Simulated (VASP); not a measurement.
Method: LDA (Ceperley-Alder, Perdew-Zunger), VASP's LDA PAW potentials (set 64) (plane waves; VASP 6.6.1).

VASP input:

### POSCAR
```
Y(SiRu)2
1
   -2.0778500000     2.0778500000     4.7685500000
    2.0778500000    -2.0778500000     4.7685500000
    2.0778500000     2.0778500000    -4.7685500000
Y Ru Si
1 2 2
Direct
  0.0000000000   0.0000000000   0.0000000000
  0.7500000000   0.2500000000   0.5000000000
  0.2500000000   0.7500000000   0.5000000000
  0.3750000000   0.3750000000   0.0000000000
  0.6250000000   0.6250000000   0.0000000000
```

File KPOINTS:
```
K-points
0
G
 8 8 8
```

INCAR:
```
SYSTEM=Y(SiRu)2
PREC=Accurate; ENCUT=300; LREAL=.False.
LASPH=.True.
EDIFF=1E-6; NELM=100; ALGO=Normal
LMAXMIX=4
ISMEAR=0; SIGMA=0.136
ISIF=2
LWAVE=.False.; LCHARG=.False.
```

POTCAR, in this order: Y_sv Ru_pv Si (LDA.64 set). Program: vasp_std.

Output of the run:

**OUTCAR**
```
 ion  position               nearest neighbor table
   1  0.000  0.000  0.000-   2 3.16   3 3.16   2 3.16   3 3.16   2 3.16   3 3.16   2 3.16   3 3.16
                             5 3.17   4 3.17   5 3.17   4 3.17   5 3.17   4 3.17   5 3.17   4 3.17
   2  0.750  0.250  0.500-   4 2.40   5 2.40   4 2.40   5 2.40   3 2.94   3 2.94   3 2.94   3 2.94
                             1 3.16   1 3.16   1 3.16   1 3.16
   3  0.250  0.750  0.500-   4 2.40   5 2.40   4 2.40   5 2.40   2 2.94   2 2.94   2 2.94   2 2.94
                             1 3.16   1 3.16   1 3.16   1 3.16
   4  0.375  0.375  0.000-   5 2.38   3 2.40   2 2.40   3 2.40   2 2.40   1 3.17   1 3.17   1 3.17
                             1 3.17   1 3.58
   5  0.625  0.625  0.000-   4 2.38   2 2.40   3 2.40   2 2.40   3 2.40   1 3.17   1 3.17   1 3.17
                             1 3.17   1 3.58
  LATTYP: Found a body centered tetragonal cell.
 ALAT       =     4.1557000000
 C/A-ratio  =     2.2949442934
 Subroutine PRICEL returns:
 Original cell was already a primitive cell.
 Subroutine GETGRP returns: Found 16 space group operations
The static configuration has the point symmetry D_4h.
The dynamic configuration has the point symmetry D_4h.
 Subroutine INISYM returns: Found 16 space group operations
 Subroutine IBZKPT returns following result:
 Found     59 irreducible k-points:

 Following reciprocal coordinates:
            Coordinates               Weight
...
```

File OSZICAR:
```
       N       E                     dE             d eps       ncg     rms          rms(c)
DAV:   1     0.272288189301E+03    0.27229E+03   -0.19875E+04  3784   0.110E+03
DAV:   2    -0.334400976673E+02   -0.30573E+03   -0.29579E+03  3776   0.349E+02
DAV:   3    -0.468243641258E+02   -0.13384E+02   -0.12917E+02  4520   0.635E+01
DAV:   4    -0.472219020166E+02   -0.39754E+00   -0.39672E+00  4668   0.920E+00
DAV:   5    -0.472291114659E+02   -0.72094E-02   -0.72076E-02  4256   0.122E+00    0.333E+01
DAV:   6    -0.452671465576E+02    0.19620E+01   -0.81812E+00  3632   0.180E+01    0.190E+01
DAV:   7    -0.451493073511E+02    0.11784E+00   -0.45520E+00  4908   0.114E+01    0.163E+01
DAV:   8    -0.448170268040E+02    0.33228E+00   -0.20422E+00  3876   0.878E+00    0.535E+00
DAV:   9    -0.448107106797E+02    0.63161E-02   -0.14725E-01  3900   0.219E+00    0.886E-01
DAV:  10    -0.448103105023E+02    0.40018E-03   -0.50438E-03  4100   0.402E-01    0.263E-01
DAV:  11    -0.448102707511E+02    0.39751E-04   -0.98315E-04  4044   0.213E-01    0.107E-01
DAV:  12    -0.448102317428E+02    0.39008E-04   -0.27279E-04  4032   0.107E-01    0.368E-02
DAV:  13    -0.448102298529E+02    0.18898E-05   -0.20198E-05  4336   0.263E-02    0.128E-02
DAV:  14    -0.448102300439E+02   -0.19099E-06   -0.94838E-07  2344   0.643E-03
   1 F= -.44810230E+02 E0= -.44798533E+02  d E =-.233932E-01
```

**OUTCAR**
```
------------------------ aborting loop because EDIFF is reached ----------------------------------------
  FORCE on cell =-STRESS in cart. coord.  units (eV):
  Direction    XX          YY          ZZ          XY          YZ          ZX
  --------------------------------------------------------------------------------------
  Total       -4.4370758     -4.4370758     -2.8561379      0.0000000     -0.0000000      0.0000000
  in kB      -86.3242294    -86.3242294    -55.5667554      0.0000000     -0.0000000      0.0000000
  external PRESSURE =     -76.0717381 kB  Pullay stress =       0.0000000 kB
  volume of cell :       82.35
      direct lattice vectors                 reciprocal lattice vectors
    -2.077850000  2.077850000  4.768550000     0.000000000  0.240633347  0.104853677
     2.077850000 -2.077850000  4.768550000     0.240633347  0.000000000  0.104853677
     2.077850000  2.077850000 -4.768550000     0.240633347  0.240633347  0.000000000
 POSITION                                       TOTAL-FORCE (eV/Angst)
 -----------------------------------------------------------------------------------
      0.00000      0.00000      0.00000         0.000000      0.000000      0.000000
     -0.00000      2.07785      2.38428         0.000000      0.000000      0.000000
      2.07785     -0.00000      2.38428         0.000000      0.000000      0.000000
      0.00000      0.00000      3.57641         0.000000      0.000000     -1.270613
      0.00000      0.00000      5.96069        -0.000000     -0.000000      1.270613
 -----------------------------------------------------------------------------------
    total drift:                                0.000000     -0.000000      0.000000
  FREE ENERGIE OF THE ION-ELECTRON SYSTEM (eV)
  ---------------------------------------------------
  free  energy   TOTEN  =       -44.8102300439 eV

  energy  without entropy=      -44.7868368296  energy(sigma->0) =      -44.79853344
```
(Selected blocks of OUTCAR.)

At this cut-off the stress carries a Pulay error, which pulls relaxed volumes low.

The structure comes from a measured Ru2YSi2 entry of the Crystallography Open Database, whose conditions weren't checked. The cell was not relaxed at this level. The electron count is odd and the run is not spin-polarised, which forces a metal.
